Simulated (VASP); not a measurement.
Level of theory: PBE GGA, VASP's PBE PAW potentials (set 64) (plane waves; VASP 6.6.1).

VASP input:

### INCAR
```
LORBIT = 11   # lm-projected
LREAL = .FALSE.   # projection in real space or not
LASPH = .TRUE.
LWAVE = .FALSE.
PREC = Accurate
LMAXMIX = 6   # l cut-off of mixed one-centre charges
LCHARG = .TRUE.
ALGO = Normal   # blocked Davidson
SYSTEM = WS
NEDOS = 601   # DOS grid
ISIF = 2
NELM = 100   # most electronic steps
ISMEAR = -5   # tetrahedra, Bloechl
EDIFF = 1E-7
GGA = PE   # PBE
LEFG = .TRUE.
ENCUT = 400
```

POSCAR:
```
WS
1.0
  3.0210171318   0.0000000000   0.0000000000
 -1.5105085659   2.6162775755   0.0000000000
  0.0000000000   0.0000000000   8.1770906009
W S
2 2
Cartesian
 -0.0000015105   1.7441859224   0.2888474323
  1.5105100764   0.8720916531   4.3773927327
 -0.0000015105   1.7441859224   2.7775615431
  1.5105100764   0.8720916531   6.8661068435
```

KPOINTS:
```
Automatic
0
Gamma
 13 13 5
0 0 0
```

POTCAR, in this order: W_sv S (PBE.64 set). Program: vasp_std.

Unless said otherwise, spin-orbit coupling is left out, though it shifts the bands of the heavy elements here.

Q: Estimate the energy per atom (σ→0), band gap (on the k-mesh).

A: 
```
Item                                                         Value
------------------------  ----------------------------------------
energy per atom (σ→0)                               -8.722 eV/atom
band gap (on the k-mesh)  none (metal, semimetal or under 0.01 eV)
```

OSZICAR:
```
...
DAV:  10    -0.348896388044E+02    0.29755E-03   -0.28404E-03  3792   0.431E-01    0.932E-02
DAV:  11    -0.348896151009E+02    0.23703E-04   -0.31676E-04  3840   0.122E-01    0.336E-02
DAV:  12    -0.348896172593E+02   -0.21584E-05   -0.18829E-05  3664   0.352E-02    0.119E-02
DAV:  13    -0.348896187541E+02   -0.14948E-05   -0.24619E-06  3928   0.126E-02    0.375E-03
DAV:  14    -0.348896183806E+02    0.37349E-06   -0.26269E-07  2760   0.464E-03    0.148E-03
DAV:  15    -0.348896182767E+02    0.10387E-06   -0.33945E-08  2128   0.161E-03    0.339E-04
DAV:  16    -0.348896182404E+02    0.36353E-07   -0.90454E-09  2128   0.728E-04
   1 F= -.34889618E+02 E0= -.34889618E+02  d E =0.000000E+00
```

The structure was generated: WS was put into the wurtzite type (P6_3mc), which need not be its known phase. It was relaxed first, which changed the volume by -45 %.
